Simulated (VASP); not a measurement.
OSZICAR of a VASP run on C:

File OSZICAR:
```
       N       E                     dE             d eps       ncg     rms          rms(c)
DAV:   1    -0.138787036514E+03   -0.13879E+03   -0.33554E-06  3302   0.139E-02    0.163E-03
DAV:   2    -0.138787036298E+03    0.21586E-06   -0.47825E-07  2313   0.635E-03    0.744E-04
DAV:   3    -0.138787036255E+03    0.43052E-07   -0.25284E-07  1904   0.351E-03    0.311E-04
DAV:   4    -0.138787036265E+03   -0.10780E-07   -0.11956E-07  1613   0.187E-03
   1 F= -.13878704E+03 E0= -.13878652E+03  d E =-.155237E-02
```

Which electronic solver shows in the log?

It is blocked Davidson (ALGO = Normal, or the opening steps of other solvers). The INCAR had ALGO = Normal.

Can the final energy be trusted as converged?

Self-consistency was reached. It stopped with EDIFF = 1E-6, NELM = 100 (PBE GGA, plane waves, VASP's PBE PAW potentials (set 64)).

The cell is a thin slab with vacuum, built from C (diamond): (100) face.
